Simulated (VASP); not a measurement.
An input for Ansatz (written as the equivalent of a VASP run, and not itself run):

Ansatz 0.2 input:
```yaml
crystal:
  lattice:
    - [1.6550000, -2.8665440, 0.0000000]
    - [1.6550000, 2.8665440, 0.0000000]
    - [0.0000000, 0.0000000, 5.2700000]
  atoms:
    - { symbol: Sc, position: [0.3333330, 0.6666670, 0.2500000] }
    - { symbol: Sc, position: [0.6666670, 0.3333330, 0.7500000] }
kpoints:
  mp_grid: { grid: [11, 11, 6] }
hamiltonian:
  xc: pbesol
  pseudopotentials: { kind: paw }
scf:
  occupations: { method: methfessel_paxton, width: 0.1 }
  max_iter: 100
relax:
  max_steps: 60
  f_tol: 0.01
  cell: {}
output: { forces: true, stress: true, eigenvalues: true }
```

**Question.** Write the VASP files for the same calculation (PBEsol).

**Answer.** This is not unique; one that fits is 
**INCAR**
```
ENCUT = 400
LCHARG = .FALSE.
IBRION = 2
EDIFFG = -0.01   # ionic stop
SIGMA = 0.1   # width (eV)
GGA = PS   # PBEsol
PREC = Accurate
LWAVE = .FALSE.
LREAL = .FALSE.   # projection in real space or not
ALGO = Normal
ISMEAR = 1
EDIFF = 1E-6   # SCF stop (eV)
NELM = 100   # most electronic steps
ISIF = 3
LMAXMIX = 4   # l cut-off of mixed one-centre charges
SYSTEM = Sc
LASPH = .TRUE.
NSW = 60
```

File POSCAR:
```
Sc
1
    1.6550000000    -2.8665440000     0.0000000000
    1.6550000000     2.8665440000     0.0000000000
    0.0000000000     0.0000000000     5.2700000000
Sc
2
Direct
  0.3333330000   0.6666670000   0.2500000000
  0.6666670000   0.3333330000   0.7500000000
```

### KPOINTS
```
Automatic mesh
0
Gamma
11 11 6
0 0 0
```

POTCAR, in this order: Sc_sv (PBE.64 set). Program: vasp_std.

Limits of the translation: each code has its own PAW files, so the cut-off isn't converted (ENCUT is set for VASP's; basis.ecutwfc is left out, and Ansatz then takes the one that its files recommend); Ansatz stops its SCF on the density residual and VASP on the energy change (EDIFF).

The compound is Sc in the hcp structure. This run relaxes it. Symmetry was kept, so distortions that lower it aren't found.
